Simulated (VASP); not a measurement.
Data:

```
CELL_PARAMETERS angstrom
      1.25641    -2.17617     0.00000
      1.25641     2.17617     0.00000
      0.00000     0.00000     6.51712
ATOMIC_POSITIONS crystal
  B  0.33333 0.66667 0.25000
  B  0.66667 0.33333 0.75000
  N  0.66667 0.33333 0.25000
  N  0.33333 0.66667 0.75000
```

The numbers are results of optB86b-vdW, VASP's PBE PAW potentials (set 64) (plane waves; VASP), not measurements. Run with 520 eV cut-off, 11×11×4 Γ-centred mesh, tetrahedra with Blöchl corrections, potentials B N.

The cores are frozen, which limits the accuracy of field gradients.

Task: Give the principal components of the electric field gradient (V/Å²) and the asymmetry η at each nucleus.

Result: 
```csv
atom,Vxx,Vyy,Vzz,η
B1,-17.7,-17.7,35.4,0.00
B2,-17.7,-17.7,35.4,0.00
N3,-1.6,-1.6,3.2,0.00
N4,-1.6,-1.6,3.2,0.00
```

The compound is BN in the hex structure. It was relaxed first.
